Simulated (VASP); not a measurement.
## CsPbCl3 (space group R32): computed properties

Computed with r2SCAN meta-GGA, VASP's PBE PAW potentials (set 64) (plane waves; VASP).

```yaml
space_group: R32 (155)
cell: a = b = 8.000 Å, c = 9.871 Å, α = β = 90.00°, γ = 120.00°
volume_per_atom: 36.47 Å³/atom
band gap (over mesh and band path): 2.53 eV
smallest direct gap (over mesh and band path): 2.53 eV
band_edge_character: direct, H2 to H2
density: 4.07 g/cm³
mean ε∞ (independent particles): 3.66
```

```
CELL_PARAMETERS angstrom
      3.99980     2.30929     3.29022
     -3.99980     2.30929     3.29022
      0.00000    -4.61857     3.29022
ATOMIC_POSITIONS crystal
  Cs 0.50000 0.50000 0.50000
  Pb 0.00000 0.00000 0.00000
  Cl 0.50000 0.01820 0.98180
  Cl 0.98180 0.50000 0.01820
  Cl 0.01820 0.98180 0.50000
```

Unless said otherwise, spin-orbit coupling is left out, though it shifts the bands of the heavy elements here.

The structure comes from a computed database's CsPbCl3 entry (R32); how it stands against other phases isn't given here. It was relaxed first. Symmetry was kept, so distortions that lower it aren't found.
